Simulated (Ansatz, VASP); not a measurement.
# Cross-check of Mo2SeS3 between VASP and Ansatz

One calculation is typed for both programs; each brings its own data sets. How far apart do they land? The cell is generated by rule, not measured, and may not be a known phase. The cell is taken from a series of runs on this material, whose earlier steps may have relaxed, scaled, displaced or heated it; both programs get it as it stands.

Main program and level: Ansatz 0.2.0; plane waves, with VASP 6.6.1 beside it; single point at PBEsol.

## (1) Set-up

The structure is trigonal, space group P3m1 (No. 156). Conventional cell: a = 3.144 Å, b = 3.144 Å, c = 11.780 Å, α = 90.00°, β = 90.00°, γ = 120.00°. Mo has 6 S at 2.39 Å nearest. Nearest to Mo lie 3 S at 2.38 Å and 3 Se at 2.50 Å. Nearest to S lie 3 Mo at 2.39 Å. Nearest to S lie 3 Mo at 2.38 Å. Nearest to Se lie 3 Mo at 2.50 Å. It derives from Mo1S1Se1. Farther neighbours and most contacts between anions are not listed.

## (2) VASP: single point, PBEsol, pair 1

A single point gives forces, pressure and levels at one fixed geometry, so differences don't come from the geometry; what else differs is listed under the comparison.

Lines of VASP's logs that name or quote its potential files are left out, and so is its time.

File INCAR:

```
SYSTEM = Mo2SeS3
PREC = Accurate
ENCUT = 500
EDIFF = 1E-06
NELM = 120
ISMEAR = 0
SIGMA = 0.01
LREAL = .FALSE.
ALGO = Normal
GGA = PS
NBANDS = 32
LASPH = .TRUE.
LORBIT = 11
LWAVE = .FALSE.
LCHARG = .FALSE.
ISIF = 2
GGA_COMPAT = .FALSE.
EFERMI = MIDGAP
KPAR = 2
```

File POSCAR:

```
Mo2SeS3
1.0
    3.1444730757      0.0000000000      0.0000000000
   -1.5722365378      2.7231935651      0.0000000000
    0.0000000000      0.0000000000     11.7798069796
Mo S Se
2 3 1
Direct
    0.3333333333      0.6666666667      0.2441218050
    1.0000000000      0.0000000000      0.7569898928
    0.6666666666      0.3333333334      0.3755721560
    0.6666666666      0.3333333334      0.1123964636
    0.3333333333      0.6666666667      0.8873050472
    0.3333333333      0.6666666667      0.6116433664
```

File KPOINTS:

```
Automatic mesh
0
Gamma
12 12 2
0 0 0
```

The projector-augmented-wave data sets are Mo_sv, S and Se (PBE family, release 64).

Run with:

```bash
$ mpirun -np 2 vasp_std
```

Numbers of over 12 decimals in the logs are rounded to 6 here.

The program printed:

```text
[banner, memory and clock lines left out]
running    2 mpi-ranks, on    1 nodes
 distrk:  each k-point on    1 cores,    2 groups
 distr:  one band on    1 cores,    1 groups

 POSCAR found type information on POSCAR MoS Se
 POSCAR found :  3 types and       6 ions
|                                                                             |
|               ----> ADVICE to this user running VASP <----                  |
|                                                                             |
|     You enforced a specific xc type in the INCAR file but a different       |
|     [... a line on the potential file left out ...]
|     I HOPE YOU KNOW WHAT YOU ARE DOING!                                     |
|                                                                             |

 LDA part: xc-table for (Slater+PW92), standard interpolation
 POSCAR, INCAR and KPOINTS ok, starting setup
 FFT: planning ... GRIDC
 FFT: planning ... GRID_SOFT
 FFT: planning ... GRID
 WAVECAR not read
 entering main loop
       N       E                     dE             d eps       ncg     rms          rms(c)
DAV:   1     0.439394914203E+03    0.43939E+03   -0.29168E+04  2696   0.151E+03
DAV:   2    -0.253382417415E+02   -0.46473E+03   -0.45354E+03  2984   0.391E+02
DAV:   3    -0.480025239984E+02   -0.22664E+02   -0.22479E+02  3136   0.765E+01
DAV:   4    -0.484116398818E+02   -0.40912E+00   -0.40807E+00  2920   0.105E+01
DAV:   5    -0.484219163255E+02   -0.10276E-01   -0.10271E-01  3144   0.151E+00    0.357E+01
DAV:   6    -0.464785822778E+02    0.19433E+01   -0.15486E+01  2632   0.223E+01    0.121E+01
DAV:   7    -0.461920424319E+02    0.28654E+00   -0.77427E+00  2640   0.143E+01    0.829E+00
DAV:   8    -0.458363588864E+02    0.35568E+00   -0.14715E+00  2976   0.682E+00    0.309E+00
DAV:   9    -0.458437154487E+02   -0.73566E-02   -0.13551E-01  3176   0.176E+00    0.136E+00
DAV:  10    -0.458371469515E+02    0.65685E-02   -0.47734E-02  2880   0.130E+00    0.420E-01
DAV:  11    -0.458368976377E+02    0.24931E-03   -0.38509E-03  3536   0.343E-01    0.305E-01
DAV:  12    -0.458366525919E+02    0.24505E-03   -0.75410E-04  2896   0.146E-01    0.147E-01
DAV:  13    -0.458366193725E+02    0.33219E-04   -0.16865E-04  3168   0.661E-02    0.632E-02
DAV:  14    -0.458366192902E+02    0.82225E-07   -0.19823E-05  3264   0.212E-02    0.388E-02
DAV:  15    -0.458366197506E+02   -0.46039E-06   -0.56194E-07  1960   0.442E-03
   1 F= -.45836620E+02 E0= -.45836620E+02  d E =0.000000E+00
```

Parts of OUTCAR (step 2):

```text
ion  position               nearest neighbor table
   1  0.333  0.667  0.244-   3 2.39   3 2.39   3 2.39   4 2.39   4 2.39   4 2.39
   2  0.000  0.000  0.757-   5 2.38   5 2.38   5 2.38   6 2.50   6 2.50   6 2.50
   3  0.667  0.333  0.376-   1 2.39   1 2.39   1 2.39
   4  0.667  0.333  0.112-   1 2.39   1 2.39   1 2.39
   5  0.333  0.667  0.887-   2 2.38   2 2.38   2 2.38
   6  0.333  0.667  0.612-   2 2.50   2 2.50   2 2.50

  LATTYP: Found a hexagonal cell.
 ALAT       =     3.1444730757
 C/A-ratio  =     3.7461942577

 Subroutine GETGRP returns: Found  6 space group operations
 (whereof  6 operations were pure point group operations)

The static configuration has the point symmetry C_3v.

 Found     38 irreducible k-points:

   k-points           NKPTS =     38   k-points in BZ     NKDIM =     38   number of bands    NBANDS=     32

   dimension x,y,z NGX =    24 NGY =   24 NGZ =   90
   dimension x,y,z NGXF=    48 NGYF=   48 NGZF=  180

   ENCUT  =  500.0 eV  36.75 Ry    6.06 a.u.   5.73  5.73 21.48*2*pi/ulx,y,z

   NELECT =      52.0000    total number of electrons

 k-points in reciprocal lattice and weights: Automatic mesh
   0.00000000  0.00000000  0.00000000       0.003
   0.08333333 -0.00000000  0.00000000       0.021
   0.16666667 -0.00000000  0.00000000       0.021
   0.25000000 -0.00000000  0.00000000       0.021
   0.33333333 -0.00000000  0.00000000       0.021
   0.41666667 -0.00000000  0.00000000       0.021
   0.50000000 -0.00000000  0.00000000       0.010
   0.08333333  0.08333333  0.00000000       0.021
   0.16666667  0.08333333  0.00000000       0.042
[...]
0.33333333  0.25000000  0.50000000       0.042
   0.33333333  0.33333333  0.50000000       0.007

 average (electrostatic) potential at core
       1 -73.7186       2 -73.2492       3 -83.8219       4 -83.7730       5 -83.4232
       6 -50.0474

 E-fermi :   8.8767

 k-point     1 :       0.0000    0.0000    0.0000
  band No.  band energies     occupation
    ...
     22       6.8224      2.00000
     23       6.8224      2.00000
     24       6.9144      2.00000
     25       7.6902      2.00000
     26       8.6357      2.00000
     27      10.3278      0.00000
     28      10.3278      0.00000
     29      10.5785      0.00000
     30      10.5785      0.00000
     31      10.9433      0.00000
    ...

 k-point     2 :       0.0833   -0.0000    0.0000
  band No.  band energies     occupation
    ...
     22       6.6104      2.00000
     23       6.6729      2.00000
     24       6.9510      2.00000
     25       7.7462      2.00000
     26       8.3617      2.00000
     27      10.2480      0.00000
     28      10.4324      0.00000
     29      10.4413      0.00000
     30      10.5128      0.00000
     31      10.7928      0.00000
    ...

 k-point     3 :       0.1667   -0.0000    0.0000
  band No.  band energies     occupation
    ...
     22       6.2908      2.00000
     23       6.4358      2.00000
     24       6.9379      2.00000
     25       7.4315      2.00000
     26       7.7224      2.00000
     27       9.8502      0.00000
     28      10.1322      0.00000
     29      10.2722      0.00000
     30      10.5793      0.00000
     31      10.8112      0.00000
    ...

  Total        2.6227173      2.6227173      2.7115837      0.0000000      0.0000000      0.0000000
  in kB       41.6579113     41.6579113     43.0694214      0.0000000      0.0000000      0.0000000
  external PRESSURE =      42.1284147 kB  Pullay stress =       0.0000000 kB

  energy-cutoff  :      500.00
  volume of cell :      100.87
      direct lattice vectors                 reciprocal lattice vectors
     3.144473076  0.000000000  0.000000000     0.318018306  0.183607954  0.000000000
    -1.572236538  2.723193565  0.000000000     0.000000000  0.367215909  0.000000000
     0.000000000  0.000000000 11.779806980     0.000000000  0.000000000  0.084891034

 POSITION                                       TOTAL-FORCE (eV/Angst)
 -----------------------------------------------------------------------------------
     -0.00000      1.81546      2.87571         0.000000      0.000000     -0.002261
      0.00000      0.00000      8.91719         0.000000     -0.000000      0.038016
      1.57224      0.90773      4.42417        -0.000000     -0.000000     -0.014804
      1.57224      0.90773      1.32401        -0.000000      0.000000      0.021982
     -0.00000      1.81546     10.45228        -0.000000      0.000000     -0.012535
     -0.00000      1.81546      7.20504         0.000000     -0.000000     -0.030398
 -----------------------------------------------------------------------------------
    total drift:                                0.000001     -0.000000      0.000196

  FREE ENERGIE OF THE ION-ELECTRON SYSTEM (eV)
  ---------------------------------------------------
  free  energy   TOTEN  =       -45.8366197506 eV

  energy  without entropy=      -45.8366197506  energy(sigma->0) =      -45.83661975

 total charge
# of ion       s       p       d       tot
------------------------------------------
    1        2.301   6.231   4.008  12.539
    2        2.296   6.223   4.039  12.558
    3        1.360   2.331   0.000   3.690
    4        1.363   2.319   0.000   3.683
    5        1.357   2.336   0.000   3.693
    6        1.487   2.338   0.077   3.902
--------------------------------------------------
tot         10.163  21.778   8.124  40.065

[... 3 further parts left out ...]
```

This run has no spin polarisation, so a moment on Mo, if there is one, isn't seen.

## (3) Ansatz: single point, PBEsol, pair 1

Ansatz runs on its PAW soft_1 files.

The same cell, functional and mesh now go to Ansatz, which takes its cutoff from its data sets.

File input.yaml:

```yaml
crystal:
  lattice:
    - [3.1444730757, 0.0, 0.0]
    - [-1.5722365378, 2.7231935651, 0.0]
    - [0.0, 0.0, 11.7798069796]
  atoms:
    - { symbol: Mo, position: [0.3333333333, 0.6666666667, 0.244121805] }
    - { symbol: S, position: [0.6666666667, 0.3333333333, 0.375572156] }
    - { symbol: S, position: [0.6666666667, 0.3333333333, 0.1123964636] }
    - { symbol: Mo, position: [0.0, 0.0, 0.7569898928] }
    - { symbol: S, position: [0.3333333333, 0.6666666667, 0.8873050472] }
    - { symbol: Se, position: [0.3333333333, 0.6666666667, 0.6116433664] }
kpoints:
  mp_grid: { grid: [12, 12, 2] }
hamiltonian:
  xc: pbesol
  pseudopotentials: { kind: paw, azcp: { folder: soft_1 }, xc_functional: pbe }
scf:
  occupations: { method: fixed }
  n_extra_bands: 6
output:
  eigenvalues: true
  forces: true
  stress: true
  band_densities: [{ e_range: [-0.08, 0] }, { e_range: [0.39, 0.52] }]
  volumetric_format: npy
```

Run with:

```bash
$ ansatz run input.yaml --threads 2 --pin off --max-ram 92160MiB --backend cuda --events-out ev --progress --plain --runs-dir out --devices 1 --max-vram 13GiB
```

The program printed:

```text
scf.n_extra_bands = 6 over 31 filled bands (N_el = 62.0): the run solves 37 bands
GPUs: using 1 of 1 available (devices: 1).
Engine: ansatz 0.2.0, x86_64-unknown-linux-gnu
Pseudopotentials: kind: paw
Pseudopotential: Mo, paw, valence charge 14, recommended cutoff 420 eV (normal), soft_1/Mo.paw.azcp
Pseudopotential: S, paw, valence charge 6, recommended cutoff 420 eV (normal), soft_1/S.paw.azcp
Pseudopotential: Se, paw, valence charge 16, recommended cutoff 420 eV (normal), soft_1/Se.paw.azcp
Functional definition: PBEsol
  exchange = pbesol_x
  correlation = pbesol_c
device memory: the entry about to start is reckoned to put 2.8 GiB on a device that reports 57.2 GiB free (of which the cap on the GPU budget leaves the run 13.0 GiB)
GPU FFT provider: cuFFT
GPU libraries: cuBLAS 13.8.2, cuFFT 12.4.0, cuSOLVER 12.3.4
Crystal: 6 atoms, lattice volume = 100.871 Å³
Basis set: ecut = 420 eV, 1971 PW (Γ), exchange–correlation on 48×48×160 points (8 copies of the dense FFT grid, shifted against one another)
Bands: 37, of which v1, the nominal top of the filled ones, is band 31 counted from 1 (30 counted from 0)
Symmetry: 6 space group operations
Space group: P3m1 (ITA 156), of the structure as read, at distance tolerance 4.7e-5 Å
k-points: 38 of 288 (time reversal used)
Non-local potential: Mo, projectors of the file, l = 0: 3, l = 1: 2, l = 2: 2, l = 3: 1
Non-local potential: S, projectors of the file, l = 0: 2, l = 1: 2, l = 2: 1
Non-local potential: Se, projectors of the file, l = 0: 2, l = 1: 2, l = 2: 3, l = 3: 1
PAW form: soft (Blöchl's): semilocal exchange-correlation on the pseudo side does not see the compensation charge
PAW frozen core: Mo, regenerated for the run's functional, and the local potential with it (the file was generated under x = pbe(κ = 0.804, μ = 0.219515), c = pbe(β = 0.066725))
PAW frozen core: S, regenerated for the run's functional, and the local potential with it (the file was generated under x = pbe(κ = 0.804, μ = 0.219515), c = pbe(β = 0.066725))
PAW frozen core: Se, regenerated for the run's functional, and the local potential with it (the file was generated under x = pbe(κ = 0.804, μ = 0.219515), c = pbe(β = 0.066725))
PAW one-centre angular grid: Mo, 590 points (default); XC on 64 Gauss nodes
PAW one-centre angular grid: S, 110 points (default); XC on 64 Gauss nodes
PAW one-centre angular grid: Se, 590 points (default); XC on 64 Gauss nodes
Initial density: superposition of atomic densities (chi_scale 0.1, normalization cell, long waves kept (reshape's long-wave potential 0.26 eV rms))
Initial wavefunctions: pseudopotential atomic-orbital guess
GPU buffer pool allocated for 46080 grid points (all kernels)
GPU transforms: local potential and band sums: pruned to the plane-wave sphere, on 24×24×80
Functional: x = pbesol(κ = 0.804, μ = 0.123457), c = pbesol(β = 0.046)
SCF iter   1: F=—  HF=-17880.997406 eV  |F-HF|=—  |Δ(HF+E_count)|=         —  Δρ=5.72e-2  dr2=7.01e0  ethr=3.10e-3  ⟨swp⟩=5.0  Hψ=5550  notcnv=0  defer=117
preconditioner: auto → Resta (q_TF=auto, 2.516 Å⁻¹)  ε∞=8.3  [insulator: Δε(μ)=0.350 eV  Ē_g=8.195 eV  n_scr=26 (ndim 8)  ℏωp=22.2 eV  f_vac=0.000  ε∞_Penn≈8.3]
SCF iter   2: F=—  HF=-17879.658973 eV  |F-HF|=—  |Δ(HF+E_count)|=    1.34e0  Δρ=2.85e-2  dr2=1.69e0  ethr=3.10e-3  ⟨swp⟩=2.9  Hψ=2448  notcnv=0  defer=112
SCF iter   3: F=—  HF=-17879.256284 eV  |F-HF|=—  |Δ(HF+E_count)|=   4.03e-1  Δρ=1.28e-2  dr2=2.69e-1  ethr=2.72e-3  ⟨swp⟩=2.5  Hψ=2036  notcnv=0  defer=125
SCF iter   4: F=—  HF=-17879.201380 eV  |F-HF|=—  |Δ(HF+E_count)|=   5.49e-2  Δρ=4.06e-3  dr2=3.18e-2  ethr=4.33e-4  ⟨swp⟩=2.9  Hψ=2352  notcnv=0  defer=149
SCF iter   5: F=—  HF=-17879.198614 eV  |F-HF|=—  |Δ(HF+E_count)|=   2.77e-3  Δρ=1.91e-3  dr2=7.27e-3  ethr=5.12e-5  ⟨swp⟩=2.8  Hψ=1961  notcnv=0  defer=150
SCF iter   6: F=—  HF=-17879.198494 eV  |F-HF|=—  |Δ(HF+E_count)|=   1.20e-4  Δρ=6.82e-4  dr2=7.82e-4  ethr=1.17e-5  ⟨swp⟩=2.4  Hψ=1945  notcnv=0  defer=152
SCF iter   7: F=—  HF=-17879.198548 eV  |F-HF|=—  |Δ(HF+E_count)|=   5.37e-5  Δρ=3.96e-4  dr2=4.13e-4  ethr=1.26e-6  ⟨swp⟩=2.6  Hψ=2424  notcnv=0  defer=152
SCF iter   8: F=—  HF=-17879.198579 eV  |F-HF|=—  |Δ(HF+E_count)|=   3.10e-5  Δρ=9.56e-5  dr2=2.38e-5  ethr=6.66e-7  ⟨swp⟩=2.0  Hψ=1774  notcnv=0  defer=140
SCF iter   9: F=—  HF=-17879.198639 eV  |F-HF|=—  |Δ(HF+E_count)|=   6.06e-5  Δρ=3.06e-5  dr2=1.01e-6  ethr=3.84e-8  ⟨swp⟩=2.0  Hψ=1984  notcnv=0  defer=111
SCF iter  10: F=-17879.198640 eV  HF=-17879.198640 eV  |F-HF|=3.13e-8  |Δ(HF+E_count)|=   1.25e-6  Δρ=8.13e-6  dr2=8.01e-8  ethr=1.61e-10  ⟨swp⟩=11.8  Hψ=8945  notcnv=0
SCF 1 converged in 10 iterations: F = -17879.198640 eV  dr2 = 8.01e-8
  greatest PAW one-centre occupation: 1.000 electrons in one spin orbital (limit 2), on the Se atom at site 5 (counted from 0), in its partial waves of l = 2
SCF converged after 10 iterations
Free energy (F): -17879.198640 eV
Harris-Foulkes:  -17879.198640 eV  (|F-HF|=3.13e-8)
Internal energy: -17879.198640 eV  (E = F + TS)
E sigma→0 (E₀):  -17879.198640 eV
Fermi energy:    13.043907 eV
--- Per-component energies (eV) ---
  E_band       = -568.134936
  E_kinetic    = 1279.736734
  E_local      = -6610.449492  (includes V_loc(G=0)·N_el)
  E_nonlocal   = 51.623402
  E_hartree    = 3016.087830
  E_xc         = -702.892369
  E_vxc        = -781.691833  (∫ρ·V_xc dr)
  E_paw        = -10171.576140  (= ΣΔE_a)
  E_vpaw       = -539.534373  (= ΣTr[D̂ρ^β])
  E_aug_tail   = -0.000277  (compensation charges beyond the density's cutoff)
  E_ewald      = -4743.341228
  E_core_change = 1.612900  (= ΣΔE_core)
  E_smearing   = -0.000000  (= −TS)
  E_closure    = -0.000000  (closes the sum)
  Σ components = -17879.198640   (vs F -17879.198640, Δ=0.00e0)
--- Forces (eV/Å), atoms counted from 1 ---
  atom   1  Mo    -0.00000000     0.00000000     0.00208073
  atom   2  S      0.00000000     0.00000000    -0.01383120
  atom   3  S      0.00000000     0.00000000     0.01436340
  atom   4  Mo    -0.00000000    -0.00000000    -0.00629104
  atom   5  S      0.00000000     0.00000000    -0.01244206
  atom   6  Se     0.00000000     0.00000000     0.01613088
  max |Σ_I F_I| component: 1.07e-5 eV/Å
--- Stress (GPa, compression-positive) ---
        4.093926      -0.000000      -0.000000
       -0.000000       4.093926       0.000000
       -0.000000       0.000000       4.199562
  P = ⅓ Tr σ = 4.1291 GPa (41.291 kbar)
--- Band table (eV; the first three rows and the last of 38) ---
  k-point 0: bands = [... 27 lower, 11.2215, 11.3090, 12.0907, 13.0439, 14.7156, 14.7156, 14.9689, 14.9689, ... 2 higher]
  k-point 1: bands = [... 27 lower, 11.2201, 11.2201, 12.5354, 12.9572, 14.7255, 14.7255, 14.9332, 14.9332, ... 2 higher]
  k-point 2: bands = [... 27 lower, 11.0724, 11.3459, 12.1465, 12.7701, 14.6320, 14.8217, 14.8312, 14.9005, ... 2 higher]
  k-point 37: bands = [... 27 lower, 9.7036, 9.9643, 11.8796, 12.3363, 13.6629, 14.1291, 14.6543, 14.7990, ... 2 higher]
--- Band densities, each state counted as filled ---
  window                                       electrons  max residual (eV)  cut levels
  e_range: [-0.08, 0]                           0.006944             7.1e-7           0
  e_range: [0.39, 0.52]                         0.125000             2.1e-4           0
```

The run ends at a pressure of 4.13 GPa, with forces up to 0.016 eV/Å.

## (4) Differences

Known differences besides the potentials themselves: fixed occupations in Ansatz, narrow Gaussian smearing in VASP; the data sets hold 62 valence electrons in Ansatz (on its PAW soft_1 files) and 52 in VASP; the cutoff is 420 eV in Ansatz and 500 eV in VASP; Ansatz makes its cores anew for this functional, VASP keeps those of its PBE data sets. Total energies have different zeros and are not compared.

Compared:

| quantity | Ansatz | VASP | difference |
| --- | --- | --- | --- |
| pressure (GPa) | 4.13 | 4.21 | -0.08 |
| gap on the k mesh (eV) | 0.463 | 0.482 | -0.019 |

At this near-relaxed geometry the largest component of a force difference is 47 meV/Å. A gap on the mesh is an upper bound, since the band edges may lie between its points.

## (5) Other set-ups

Further runs change the set-up of one program: Ansatz's method, potentials or start, or VASP's data sets, cutoff or form of LDA. The table gives Ansatz less VASP for each quantity, since a change that brings one quantity closer may part another.

| run | r.m.s. force difference (meV/Å) | pressure (GPa) | gap on the k mesh (eV) |
| --- | --- | --- | --- |
| as above | 15 | -0.084 | -0.019 |
| VASP with the data sets Mo_pv, S and Se_sv_GW and a cutoff of 620 eV | 17 | 0.66 | -0.019 |

[end of part 1 of 2]

[Lines on the potential files, build, host, timing and source positions are cut from VASP's logs without a mark.]

[Logs are printed without paths, hosts, clocks, repeated set-up lines and the standing remarks that a program may print on its own settings, such as how far it seeks lower states.]

[Hosts, paths, dates, database ids (printed as entryN), source tags and the programs' standing remarks are cut or masked in the printed files.]
